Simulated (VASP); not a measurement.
A VASP calculation is set up with these files.

**KPOINTS**
```
Automatic mesh
0
Gamma
8 8 8
0 0 0
```

**INCAR**
```
SYSTEM = Ni3Si
PREC = Accurate
ENCUT = 400
EDIFF = 1E-6
NELM = 100
ALGO = Normal
LREAL = .FALSE.
LASPH = .TRUE.
ISMEAR = 1
SIGMA = 0.1
GGA = PE
LMAXMIX = 4
LWAVE = .FALSE.
LCHARG = .FALSE.
ISIF = 2
LDAU = .TRUE.
LDAUTYPE = 2
LDAUL = -1 2
LDAUU = 0 3.0
LDAUJ = 0 0
LDAUPRINT = 1
LORBIT = 10
```

POSCAR:
```
Ni3Si
1
    3.5332220000     0.0000000000     0.0000000000
    0.0000000000     3.4466040000     0.0000000000
    0.0000000000     0.0000000000     3.5558220000
Si Ni
1 3
Direct
  0.0000000000   0.0000000000   0.0000000000
  0.0000000000   0.5000000000   0.5000000000
  0.5000000000   0.0000000000   0.5000000000
  0.5058990000   0.5000000000   0.0000000000
```

POTCAR, in this order: Si Ni (PBE.64 set). Program: vasp_std.

**Question.** Write an equivalent input for Ansatz.

**Answer.** One equivalent input (not run):
Ansatz 0.2 input:
```yaml
crystal:
  lattice:
    - [3.5332220, 0.0000000, 0.0000000]
    - [0.0000000, 3.4466040, 0.0000000]
    - [0.0000000, 0.0000000, 3.5558220]
  atoms:
    - { symbol: Si, position: [0.0000000, 0.0000000, 0.0000000] }
    - { symbol: Ni, position: [0.0000000, 0.5000000, 0.5000000] }
    - { symbol: Ni, position: [0.5000000, 0.0000000, 0.5000000] }
    - { symbol: Ni, position: [0.5058990, 0.5000000, 0.0000000] }
kpoints:
  mp_grid: { grid: [8, 8, 8] }
hamiltonian:
  xc: pbe
  pseudopotentials: { kind: paw }
  hubbard:
    sites:
      - { species: Ni, l: d, u_eff: 3 }
scf:
  occupations: { method: methfessel_paxton, width: 0.1 }
  max_iter: 100
output: { forces: true, stress: true, eigenvalues: true }
```
What does not carry over: each code has its own PAW files, so the cut-off isn't converted (ENCUT is set for VASP's; basis.ecutwfc is left out, and Ansatz then takes the one that its files recommend); Ansatz stops its SCF on the density residual and VASP on the energy change (EDIFF); the +U projectors differ, so the same U acts differently.

The compound is Ni3Si in the L1_2 structure. The cell was not relaxed at this level, atoms are displaced from their ideal sites. The run is one of a series of settings (LDAU = .TRUE., LDAUJ = 0 0, LDAUL = -1 2, LDAUTYPE = 2, LDAUU = 0 3.0 against the base run), some of them coarse on purpose.
